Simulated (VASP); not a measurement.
Here is the system:

```
CELL_PARAMETERS angstrom
      1.73000    -2.99645     0.00000
      1.73000     2.99645     0.00000
      0.00000     0.00000     5.52000
ATOMIC_POSITIONS crystal
  Tl 0.33333 0.66667 0.25000
  Tl 0.66667 0.33333 0.75000
```

These are LDA (Ceperley-Alder, Perdew-Zunger), VASP's LDA PAW potentials (set 64) (plane waves; VASP) values and carry that method's errors. Numerical set-up: 520 eV cut-off, 11×11×6 Γ-centred mesh, first-order Methfessel-Paxton smearing of 0.10 eV, potentials Tl_d.

Energy and stress use the plane-wave basis of the starting cell.

Q: The ions, cell shape and volume are relaxed. What does this cell relax into?

A: 
```
CELL_PARAMETERS angstrom
      1.69233    -2.93121     0.00000
      1.69233     2.93121     0.00000
      0.00000     0.00000     5.49535
ATOMIC_POSITIONS crystal
  Tl 0.33333 0.66667 0.25000
  Tl 0.66667 0.33333 0.75000
```
Space group P6_3/mmc (194), at a tolerance of 0.03 Å.

Q: How do energy and volume change from the first to the last step?

A: The energy (σ→0) changes by -9.0 meV/atom and the volume by -4.7 %, in 9 ionic steps.

The compound is Tl in the hcp structure. This run relaxes it. Symmetry was kept, so distortions that lower it aren't found.
